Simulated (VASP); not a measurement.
The input files of a VASP run:

KPOINTS:
```
Regular mesh
0
gamma
  10 10 3
0 0 0
```

INCAR:
```
LREAL = F
ENCUT = 520   # plane-wave cut-off (eV)
ALGO = Normal   # blocked Davidson
SYSTEM = HfN
NSW = 60
SIGMA = 0.1
EDIFF = 1E-6
LWAVE = F
LCHARG = F
EDIFFG = -0.02   # ionic stop
IBRION = 2
GGA = PS
LMAXMIX = 6
NELM = 100   # most electronic steps
ISIF = 3   # ions, shape and volume
LASPH = T   # aspherical one-centre terms
ISMEAR = 1   # Methfessel-Paxton
PREC = Accurate
```

POSCAR:
```
HfN
1
    3.1407234668    -0.0000000606    -0.0000000000
   -1.5703613384     2.7199463080     0.0000000000
    0.0000000000     0.0000000000    10.7908303101
Hf N
4 4
Direct
  0.3333330000   0.6666670000   0.1163306609
  0.6666670000   0.3333330000   0.6163306609
  0.6666670000   0.3333330000   0.8836693391
  0.3333330000   0.6666670000   0.3836693391
  1.0000000000   1.0000000000   1.0000000000
  1.0000000000   1.0000000000   0.5000000000
  0.3333330000   0.6666670000   0.7500000000
  0.6666670000   0.3333330000   0.2500000000
```

POTCAR, in this order: Hf_pv N (PBE.64 set). Program: vasp_std.

### Question
Translate this PBEsol calculation to Quantum ESPRESSO's pw.x.

### Answer
One equivalent input (not run):
```
&CONTROL
  calculation = 'vc-relax'
  pseudo_dir = './pseudo'
  outdir = './out'
  tprnfor = .true.
  tstress = .true.
  nstep = 60
  forc_conv_thr = 0.00078
/
&SYSTEM
  ibrav = 0
  nat = 8
  ntyp = 2
  ecutwfc = 84
  occupations = 'smearing'
  smearing = 'methfessel-paxton'
  degauss = 0.00735
  input_dft = 'pbesol'
/
&ELECTRONS
  conv_thr = 7.3e-08
  electron_maxstep = 100
/
&IONS
/
&CELL
/
ATOMIC_SPECIES
  Hf 178.490 Hf.upf
  N 14.007 N.upf
CELL_PARAMETERS angstrom
     3.1407235   -0.0000001   -0.0000000
    -1.5703613    2.7199463    0.0000000
     0.0000000    0.0000000   10.7908303
ATOMIC_POSITIONS crystal
  Hf   0.3333330  0.6666670  0.1163307
  Hf   0.6666670  0.3333330  0.6163307
  Hf   0.6666670  0.3333330  0.8836693
  Hf   0.3333330  0.6666670  0.3836693
  N    1.0000000  1.0000000  1.0000000
  N    1.0000000  1.0000000  0.5000000
  N    0.3333330  0.6666670  0.7500000
  N    0.6666670  0.3333330  0.2500000
K_POINTS automatic
  10 10 3 0 0 0
```
Limits of the translation: the potentials are each code's own (VASP's PAW set, PseudoDojo norm-conserving files in pw.x), so ENCUT and ecutwfc are chosen apart and not converted; conv_thr bounds pw.x's estimated SCF error, while EDIFF bounds the energy change between steps; forc_conv_thr acts on force components and is met together with etot_conv_thr.

The structure was generated: HfN was put into the TiAs type (P6_3/mmc), which need not be its known phase. This run relaxes it. Symmetry was kept, so distortions that lower it aren't found. The start is the result of an earlier pass.
